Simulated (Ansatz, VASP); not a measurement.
# Hf2NO2 in two plane-wave programs, part 3 of 3

Wanted: the spread between two codes on one cell, functional and k mesh. The structure shown is the start of the Ansatz relaxation below; VASP solves that cell, so the two are compared at the walk's first step.

VASP 6.6.1 and Ansatz 0.2.0.

So far. Step 6 (VASP: single point, PBEsol, start cell, pair 2): The run ends at a pressure of -0.51 GPa, with forces up to 3.3 eV/Å.

## 8. Ansatz: relaxation, PBEsol

Level of this step: Ansatz beside VASP: Kohn-Sham DFT, plane waves, PBEsol (Ansatz).

The two programs are compared at the cell with which this relaxation starts, whose forces are those of its first step.

The structure compared here is the start of the Ansatz relaxation; VASP solves that cell, so the two are compared at the walk's first step.

input.yaml reads:

```yaml
crystal:
  lattice:
    - [3.1927222049, 0.0, 0.0]
    - [-1.5963611024, 2.7649785367, 0.0]
    - [0.0, 0.0, 32.6]
  atoms:
    - { symbol: "N", position: [0.0, 0.0, 0.3067484663] }
    - { symbol: Hf, position: [0.3333333333, 0.6666666667, 0.3473967753] }
    - { symbol: Hf, position: [0.6666666667, 0.3333333333, 0.2661001572] }
    - { symbol: O, position: [0.6666666667, 0.3333333333, 0.3776113985] }
    - { symbol: O, position: [0.3333333333, 0.6666666667, 0.235885534] }
  periodic: [true, true, false]
kpoints:
  mp_grid: { grid: [12, 12, 1] }
hamiltonian:
  xc: pbesol
scf:
  occupations: { method: gaussian, width: 0.1 }
output:
  forces: true
  stress: true
  eigenvalues: true
  write_density: true
  write_potential: true
  elf: true
  volumetric_format: npy
relax:
  adjacent_minimum: "off"
  f_tol: 0.005
  max_steps: 80
  cell: { stress_2d_tol: 0.02 }
```

Started as:

```
$ ansatz run input.yaml --threads 8 --pin off --max-ram 14336MiB --backend cpu --events-out ev --progress --plain --runs-dir out
```

Numbers of over 12 decimals in the logs are rounded to 6 here.

The log of the run:

```text
[...]
Crystal: 5 atoms, lattice volume = 287.787 Å³
Basis set: ecut = 420 eV, 5713 PW (Γ), exchange–correlation on 48×48×450 points (8 copies of the dense FFT grid, shifted against one another)
Bands: 42, of which v1, the nominal top of the filled ones, is band 35 counted from 1 (34 counted from 0)
Symmetry: 12 space group operations
[...]
k-points: 19 of 144
[...]
cell:  # Å, volume = 288.1031 Å³
    - [3.194478, -2.8883500839260935e-11, 0]
    - [-1.597239, 2.766499, 0]
    - [0, 0, 32.6]
  atoms:
    - { symbol: N, position: [0, 0, 0.30674846626] }
    - { symbol: Hf, position: [0.333333, 0.666667, 0.347391] }
    - { symbol: Hf, position: [0.666667, 0.333333, 0.266106] }
    - { symbol: O, position: [0.666667, 0.333333, 0.377515] }
    - { symbol: O, position: [0.333333, 0.666667, 0.235982] }
[key lines of the parts left out:]
SCF converged after 7 iterations
Free energy (F): -32704.269844 eV
Fermi energy:    -4.615017 eV
P = ½ c Tr σ = 0.0075 N/m
```

## 9. VASP: single point, PBEsol, start cell, pair 3

The same cell, functional, mesh and smearing now go to VASP, with its own data sets.

INCAR reads:

```
SYSTEM = Hf2NO2
PREC = Accurate
ENCUT = 520
EDIFF = 1E-06
NELM = 120
ISMEAR = 0
SIGMA = 0.1
LREAL = .FALSE.
ALGO = Normal
GGA = PS
NBANDS = 24
LASPH = .TRUE.
LORBIT = 11
LWAVE = .FALSE.
LCHARG = .FALSE.
ISIF = 2
LDIPOL = .TRUE.
IDIPOL = 3
DIPOL = 0.5 0.5 0.307
LVHAR = .TRUE.
GGA_COMPAT = .FALSE.
NELMDL = -8
KPAR = 2
```

POSCAR reads:

```
Hf2NO2
1.0
    3.1927220000      0.0000000000      0.0000000000
   -1.5963610000      2.7649790000      0.0000000000
    0.0000000000      0.0000000000     32.6000000000
N Hf O
1 2 2
Direct
    0.0000000000      0.0000000000      0.3067484663
    0.3333332731      0.6666665461      0.3473967791
    0.6666667269      0.3333334539      0.2661001534
    0.6666667269      0.3333334539      0.3776114110
    0.3333332731      0.6666665461      0.2358855215
```

KPOINTS reads:

```
Automatic mesh
0
Gamma
12 12 1
0 0 0
```

Potentials, in the order of the species: N, Hf_pv and O (PBE family, release 64).

Started as:

```
$ mpirun -np 2 vasp_std
```

The log of the run:

```text
[... set-up lines as in an earlier step ...]
 entering main loop
       N       E                     dE             d eps       ncg     rms          rms(c)
DAV:   1     0.280833323371E+03    0.28083E+03   -0.17944E+04  1120   0.120E+03
DAV:   2    -0.233547753284E+02   -0.30419E+03   -0.29779E+03  1312   0.288E+02
DAV:   3    -0.601865300732E+02   -0.36832E+02   -0.36630E+02  1120   0.988E+01
DAV:   4    -0.609862003118E+02   -0.79967E+00   -0.79759E+00  1208   0.167E+01
[...]
DAV:  25    -0.535568478292E+02   -0.46260E-05   -0.15876E-07   832   0.173E-03    0.842E-04
DAV:  26    -0.535568504871E+02   -0.26579E-05   -0.97251E-08   784   0.991E-04    0.523E-04
DAV:  27    -0.535568514762E+02   -0.98908E-06   -0.42310E-08   760   0.579E-04
   1 F= -.53556851E+02 E0= -.53549709E+02  d E =-.142859E-01
```

Parts of OUTCAR (step 9):

```text
  Total       -0.8733414     -0.8733418     -0.8233455      0.0000000      0.0000000      0.0000000
  in kB       -4.8621020     -4.8621043     -4.5837629      0.0000000      0.0000000      0.0000000
  external PRESSURE =      -4.7693231 kB  Pullay stress =       0.0000000 kB

 POSITION                                       TOTAL-FORCE (eV/Angst)
 -----------------------------------------------------------------------------------
      0.00000      0.00000     10.00000        -0.000000     -0.000000     -0.000000
      0.00000      1.84332     11.32513        -0.000000     -0.000000      0.083070
      1.59636      0.92166      8.67487        -0.000000     -0.000000     -0.083070
      1.59636      0.92166     12.31013         0.000000      0.000000     -0.211236
      0.00000      1.84332      7.68987        -0.000000     -0.000000      0.211236
 -----------------------------------------------------------------------------------
    total drift:                               -0.000000     -0.000000     -0.000016

  FREE ENERGIE OF THE ION-ELECTRON SYSTEM (eV)
  ---------------------------------------------------
  free  energy   TOTEN  =       -53.5568514762 eV

  energy  without entropy=      -53.5425655793  energy(sigma->0) =      -53.54970853

[... 1 part as in an earlier step ...]

[... 2 further parts left out ...]
[key lines of the parts left out:]
E-fermi :  -2.3734
```

The run ends at a pressure of -0.48 GPa, with forces up to 0.21 eV/Å.

## 10. Differences

What differs besides the data sets and the points named for the pairs above, as far as they apply: the data sets hold 69 valence electrons in Ansatz (on its default PAW (the set named soft_2) files) and 37 in VASP. Total energies have different zeros and are not compared.

Forces (eV/Å; atoms numbered as in POSCAR):

| atom | Ansatz x, y, z | VASP x, y, z |
| --- | --- | --- |
| N1 | 0.000, 0.000, 0.000 | 0.000, 0.000, 0.000 |
| Hf2 | 0.000, 0.000, 0.030 | 0.000, 0.000, 0.083 |
| Hf3 | 0.000, 0.000, -0.030 | 0.000, 0.000, -0.083 |
| O4 | 0.000, 0.000, -0.029 | 0.000, 0.000, -0.211 |
| O5 | 0.000, 0.000, 0.029 | 0.000, 0.000, 0.211 |

The forces differ by 69 meV/Å r.m.s., where the r.m.s. force is 0.015 eV/Å in Ansatz and 0.083 eV/Å in VASP: the atoms lie near their places of rest in Ansatz, so a percentage would say little (all taken over all components). With vacuum in the cell, a pressure given here is an average over mostly empty space and none of the material.

## 11. Results

| Property | Result |
| --- | --- |
| r.m.s. force difference (single point, PBEsol, start cell, pair 1) | 69 meV/Å |
| r.m.s. force difference (single point, PBEsol, start cell, pair 2) | 5.6 % of the r.m.s. force |
| r.m.s. force difference (single point, PBEsol, start cell, pair 3) | 69 meV/Å |

The r.m.s. force difference is 69 meV/Å (single point, PBEsol, start cell, pair 3), beyond the 12 meV/Å picked in this series as the mark of a large difference. The data sets hold unlike numbers of valence electrons (69 in Ansatz and 37 in VASP), so part of the differences comes from the potentials. What causes the difference of the single point, PBEsol, start cell, pair 1 pair stays open here. What causes the difference of the single point, PBEsol, start cell, pair 2 pair stays open here. What causes the difference of the single point, PBEsol, start cell, pair 3 pair stays open here. 3 further runs of this series are not shown here. How closely two codes agree says nothing of how well the functional describes the real material.

[Lines on the potential files, build, host, timing and source positions are cut from VASP's logs without a mark.]

[Logs are printed without paths, hosts, clocks, repeated set-up lines and the standing remarks that a program may print on its own settings, such as how far it seeks lower states.]

[Hosts, paths, dates, database ids (printed as entryN), source tags and the programs' standing remarks are cut or masked in the printed files.]
